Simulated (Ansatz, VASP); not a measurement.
## Si3C (ordered alloy, x = 0.25, built in the cubic cell of 8 atoms (invented)) in two plane-wave programs

One calculation is typed for both programs; each brings its own data sets. How far apart do they land? The cell is generated by rule, not measured, and may not be a known phase. The cell is taken from a series of runs on this material, whose earlier steps may have relaxed, scaled, displaced or heated it; both programs get it as it stands.

Main program and level: Ansatz 0.2.0; plane waves, with VASP 6.6.1 beside it; relaxation of cell and atoms at r2SCAN.

### 1. Set-up

The structure is trigonal, space group R-3m (No. 166). Conventional cell: a = 6.999 Å, b = 6.999 Å, c = 9.486 Å, α = 90.00°, β = 90.00°, γ = 120.00°. Nearest to C lie 3 Si at 1.83 Å. Si has 1 C at 1.83 Å and 3 Si at 2.36 to 2.43 Å nearest. Farther neighbours are not listed.

### 2. Ansatz: relaxation of cell and atoms, r2SCAN, pair 1

Ansatz runs on its PAW soft_1 files.

The relaxed volume is the usual yardstick between codes: in a stiff, nearly cubic crystal its relative difference is about their pressure difference at one cell divided by the bulk modulus.

Input file input.yaml:

```yaml
crystal:
  lattice:
    - [3.4995699545, 2.0204776553, 3.1619382133]
    - [-3.4995699545, 2.0204776553, 3.1619382133]
    - [0.0, -4.0409553106, 3.1619382133]
  atoms:
    - { symbol: C, position: [0.8181534151, 0.8181534151, 0.8181534151] }
    - { symbol: Si, position: [0.9082714184, 0.3564952032, 0.3564952032] }
    - { symbol: Si, position: [0.3564952032, 0.9082714184, 0.3564952032] }
    - { symbol: Si, position: [0.3564952032, 0.3564952032, 0.9082714184] }
    - { symbol: C, position: [0.1818465849, 0.1818465849, 0.1818465849] }
    - { symbol: Si, position: [0.0917285816, 0.6435047968, 0.6435047968] }
    - { symbol: Si, position: [0.6435047968, 0.0917285816, 0.6435047968] }
    - { symbol: Si, position: [0.6435047968, 0.6435047968, 0.0917285816] }
kpoints:
  mp_grid: { grid: [9, 9, 9] }
hamiltonian:
  xc: r2scan
  pseudopotentials: { kind: paw, azcp: { folder: soft_1 } }
scf:
  occupations: { method: fermi_dirac, width: 0.025 }
output:
  forces: true
  stress: true
  eigenvalues: true
relax:
  adjacent_minimum: "off"
  f_tol: 0.001
  max_steps: 60
  cell: { stress_tol: 0.01 }
```

Run with:

```bash
> ansatz run input.yaml --threads 4 --pin off --max-ram 9216MiB --backend cpu --events-out ev --progress --plain --runs-dir out
```

Numbers of over 12 decimals in the logs are rounded to 6 here.

Output:

```text
Engine: ansatz 0.2.0, x86_64-unknown-linux-gnu
Pseudopotentials: kind: paw
Pseudopotential: C, paw, valence charge 4, recommended cutoff 500 eV (meta_gga), soft_1/C.paw.azcp
Pseudopotential: Si, paw, valence charge 4, recommended cutoff 500 eV (meta_gga), soft_1/Si.paw.azcp
Functional definition: r2SCAN
  parameter k0 = 0.174
  parameter k1 = 0.065
  parameter a1 = 4.9479
  exchange = r2scan_x(k0 = k0, k1 = k1, a1 = a1)
  correlation = r2scan_c
Crystal: 8 atoms, lattice volume = 134.145 Å³
Basis set: ecut = 500 eV, 3413 PW (Γ), exchange–correlation on 160×160×160 points (64 copies of the dense FFT grid, shifted against one another)
Bands: 24, of which v1, the nominal top of the filled ones, is band 16 counted from 1 (15 counted from 0)
Symmetry: 12 space group operations
Space group: R-3m (ITA 166), of the structure as read, at distance tolerance 5.1e-5 Å
k-points: 85 of 729
Non-local potential: C, projectors of the file, l = 0: 2, l = 1: 2, l = 2: 1
Non-local potential: Si, projectors of the file, l = 0: 2, l = 1: 2, l = 2: 1
PAW form: soft (Blöchl's): semilocal exchange-correlation on the pseudo side does not see the compensation charge
PAW frozen core: C, regenerated for the run's functional (the file was generated under x = pbe(κ = 0.804, μ = 0.219515), c = pbe(β = 0.066725))
PAW frozen core: Si, regenerated for the run's functional (the file was generated under x = pbe(κ = 0.804, μ = 0.219515), c = pbe(β = 0.066725))
PAW one-centre angular grid: C, 302 points (default); XC on 219 of its mesh's 2255 points in the sphere
PAW one-centre angular grid: Si, 302 points (default); XC on 160 Gauss nodes
Initial density: superposition of atomic densities (chi_scale 0.1, normalization cell, long waves kept (reshape's long-wave potential 0.06 eV rms))
Initial wavefunctions: pseudopotential atomic-orbital guess
Functional: x = r2scan, c = r2scan; τ floored in thin density (d = 2e-4 eV/Å³)
SCF iter   1: F=—  HF=-4336.832518 eV  |F-HF|=—  |Δ(HF+E_count)|=         —  Δρ=7.53e-2  dr2=1.03e1  dr2_τ=9.54e-1  ethr=3.10e-3  ⟨swp⟩=7.1  Hψ=12506  notcnv=0  defer=1
preconditioner: auto → Kerker (q_TF=auto, 2.149 Å⁻¹)  [metal: Δε(μ)=0.018 eV  Ē_g=9.798 eV  σ=0.025 eV  W_gap=0.18  n_scr=20 (ndim 8)  ℏωp=18.1 eV  f_vac=0.000  D(μ)=2.16/eV (n_scr^D=12)]
SCF iter   2: F=—  HF=-4335.139024 eV  |F-HF|=—  |Δ(HF+E_count)|=    1.69e0  Δρ=3.56e-2  dr2=1.46e0  dr2_τ=1.52e-1  ethr=3.10e-3  ⟨swp⟩=3.0  Hψ=5058  notcnv=0  defer=175
SCF iter   3: F=—  HF=-4335.194459 eV  |F-HF|=—  |Δ(HF+E_count)|=   5.54e-2  Δρ=1.62e-2  dr2=3.74e-1  dr2_τ=1.12e-2  ethr=3.10e-3  ⟨swp⟩=2.0  Hψ=2395  notcnv=0  defer=175
SCF iter   4: F=—  HF=-4335.192080 eV  |F-HF|=—  |Δ(HF+E_count)|=   2.38e-3  Δρ=2.65e-3  dr2=1.16e-2  dr2_τ=1.76e-4  ethr=1.17e-3  ⟨swp⟩=3.1  Hψ=3731  notcnv=0  defer=175
SCF iter   5: F=—  HF=-4335.195779 eV  |F-HF|=—  |Δ(HF+E_count)|=   3.70e-3  Δρ=4.99e-4  dr2=7.26e-4  dr2_τ=6.96e-6  ethr=3.62e-5  ⟨swp⟩=3.0  Hψ=3599  notcnv=0  defer=175
SCF iter   6: F=—  HF=-4335.195807 eV  |F-HF|=—  |Δ(HF+E_count)|=   2.74e-5  Δρ=1.47e-4  dr2=4.69e-5  dr2_τ=5.75e-7  ethr=2.27e-6  ⟨swp⟩=3.0  Hψ=3343  notcnv=0  defer=175
SCF iter   7: F=—  HF=-4335.195823 eV  |F-HF|=—  |Δ(HF+E_count)|=   1.57e-5  Δρ=4.22e-5  dr2=6.38e-6  dr2_τ=5.67e-8  ethr=1.46e-7  ⟨swp⟩=2.3  Hψ=3413  notcnv=0  defer=175
SCF iter   8: F=—  HF=-4335.195823 eV  |F-HF|=—  |Δ(HF+E_count)|=   5.62e-7  Δρ=8.45e-6  dr2=1.65e-7  dr2_τ=1.22e-9  ethr=1.99e-8  ⟨swp⟩=2.9  Hψ=3234  notcnv=0  defer=175
SCF iter   9: F=-4335.195823 eV  HF=-4335.195823 eV  |F-HF|=2.50e-9  |Δ(HF+E_count)|=   5.36e-8  Δρ=1.75e-6  dr2=5.01e-9  dr2_τ=7.44e-11  ethr=3.13e-10  ⟨swp⟩=13.8  Hψ=12294  notcnv=0
SCF 1 converged in 9 iterations: F = -4335.195823 eV  dr2 = 5.01e-9
  greatest PAW one-centre occupation: 0.672 electrons in one spin orbital (limit 2), on the C atom at site 4 (counted from 0), in its partial waves of l = 0
relax step   1: F+E_penalty+E_count = -4335.19582317 eV  Δ(F+E_penalty+E_count) = +0.000e0 eV  max|allowed force component| = 6.273e-3 eV/Å  Δτ_max = 0.0000 Å  P = +0.009 GPa  Ω = 134.145 Å³  (9 SCF iters, dr2 threshold 1.00e-7 eV, accepted)
[...]
relax step   2: F+E_penalty+E_count = -4335.19582759 eV  Δ(F+E_penalty+E_count) = -4.421e-6 eV  max|allowed force component| = 6.423e-3 eV/Å  Δτ_max = 0.0028 Å  P = +0.008 GPa  Ω = 134.114 Å³  energy of the carried Pulay correction = +4.898e-6 eV  (7 SCF iters, dr2 threshold 2.46e-9 eV, rejected (line search))
[...]
relax step   3: F+E_penalty+E_count = -4335.19583597 eV  Δ(F+E_penalty+E_count) = -1.280e-5 eV  max|allowed force component| = 7.436e-4 eV/Å  Δτ_max = 0.0014 Å  P = +0.002 GPa  Ω = 134.130 Å³  energy of the carried Pulay correction = +2.385e-6 eV  (8 SCF iters, accepted)
[...]
relax step   4: F+E_penalty+E_count = -4335.19583243 eV  Δ(F+E_penalty+E_count) = +3.541e-6 eV  max|allowed force component| = 7.436e-4 eV/Å  Δτ_max = 0.0000 Å  P = +0.002 GPa  Ω = 134.130 Å³  stress off target by 4.13e-3 GPa  SCF on the basis re-selected at this cell (its energy is not comparable with the rows above)  (8 SCF iters)
basis re-selected at this cell: Δ(F+E_penalty+E_count) = +3.541e-6 eV, ΔP = +0.000 GPa vs the last step (what re-selecting the basis moved, of the pressure what is left beyond the Pulay correction that the steps carried, after the strain that the cell walked since its last selection, with what the two solves' SCF thresholds leave and, on support functions, any second-order correction that the steps lacked; it is no m [...]
SCF converged after 8 iterations
Free energy (F): -4335.195832 eV
Harris-Foulkes:  -4335.195832 eV  (|F-HF|=0.00e0)
Internal energy: -4335.193096 eV  (E = F + TS)
E sigma→0 (E₀):  -4335.194464 eV
Entropy (-TS):   -0.002736 eV (-0.342 meV/atom)
Fermi energy:    6.344002 eV
--- Per-component energies (eV) ---
  E_band       = 13.632298
  E_kinetic    = 419.415040
  E_local      = -429.188107  (includes V_loc(G=0)·N_el)
  E_nonlocal   = 178.887780
  E_hartree    = 141.172535
  E_xc         = -408.785803
  E_vxc        = -432.266391  (∫ρ·V_xc dr)
  E_paw        = -3312.906021  (= ΣΔE_a)
  E_vpaw       = -24.530094  (= ΣTr[D̂ρ^β])
  E_aug_tail   = 0.000086  (compensation charges beyond the density's cutoff)
  E_vtau       = 18.968903  (kinetic-family band-sum trace: ∫τ·v_τ [+ j·A + Jᵃ·Aᵃ] dr)
  E_ewald      = -923.280461
  E_core_change = -0.508146  (= ΣΔE_core)
  E_smearing   = -0.002736  (= −TS)
  E_closure    = 0.000000  (closes the sum)
  Σ components = -4335.195832   (vs F -4335.195832, Δ=0.00e0)
--- Forces (eV/Å), atoms counted from 1 ---
  atom   1  C      0.00000000     0.00000000     0.00066927
  atom   2  Si    -0.00064398    -0.00037180     0.00015655
  atom   3  Si     0.00064398    -0.00037180     0.00015655
  atom   4  Si     0.00000000     0.00074360     0.00015655
  atom   5  C     -0.00000000    -0.00000000    -0.00066927
  atom   6  Si     0.00064398     0.00037180    -0.00015655
  atom   7  Si    -0.00064398     0.00037180    -0.00015655
  atom   8  Si    -0.00000000    -0.00074360    -0.00015655
  max |Σ_I F_I| component: 4.04e-18 eV/Å
--- Stress (GPa, compression-positive) ---
        0.004134       0.000000       0.000000
        0.000000       0.004134      -0.000000
        0.000000      -0.000000      -0.002165
  P = ⅓ Tr σ = 0.0020 GPa (0.020 kbar)
--- Band table (eV; the first three rows and the last of 85) ---
  k-point 0: bands = [... 12 lower, 4.1779, 4.5391, 5.5801, 5.5801, 7.3131, 8.0355, 8.0355, 8.4870, ... 4 higher]
  k-point 1: bands = [... 12 lower, 4.0454, 4.6091, 5.4162, 5.4300, 7.1907, 8.0044, 8.2425, 8.6904, ... 4 higher]
  k-point 2: bands = [... 12 lower, 3.7238, 4.5021, 5.1227, 5.2264, 7.0421, 7.9947, 8.7821, 8.8951, ... 4 higher]
  k-point 84: bands = [... 12 lower, 4.9879, 5.5497, 5.7405, 5.9977, 6.0776, 8.1984, 9.4166, 9.6666, ... 4 higher]
--- Relaxed structure (3 steps of the walk, 2 accepted, 1 SCFs on fresh bases) ---
  F+E_penalty+E_count = -4335.19583243 eV   max|allowed force component| = 7.436e-4 eV/Å   (the final SCF, on the basis selected at the relaxed cell)
  cell:  # Å, volume = 134.1296 Å³
    - [3.499747, 2.020580, 3.161264]
    - [-3.499747, 2.020580, 3.161264]
    - [0, -4.041160, 3.161264]
  atoms:
    - { symbol: C, position: [0.818298, 0.818298, 0.818298] }
    - { symbol: Si, position: [0.908273, 0.356456, 0.356456] }
    - { symbol: Si, position: [0.356456, 0.908273, 0.356456] }
    - { symbol: Si, position: [0.356456, 0.356456, 0.908273] }
    - { symbol: C, position: [0.181702, 0.181702, 0.181702] }
    - { symbol: Si, position: [0.091727, 0.643544, 0.643544] }
    - { symbol: Si, position: [0.643544, 0.091727, 0.643544] }
    - { symbol: Si, position: [0.643544, 0.643544, 0.091727] }
```

Reading the cycles: dr2 is the Hartree energy of the density residual (eV), the measure of convergence; HF is the Harris–Foulkes estimate of the energy, which meets the free energy F at convergence.

(Part 1 of 2 ends here.)

[Lines on the potential files, build, host, timing and source positions are cut from VASP's logs without a mark.]

[Logs are printed without paths, hosts, clocks, repeated set-up lines and the standing remarks that a program may print on its own settings, such as how far it seeks lower states.]

[Hosts, paths, dates, database ids (printed as entryN), source tags and the programs' standing remarks are cut or masked in the printed files.]
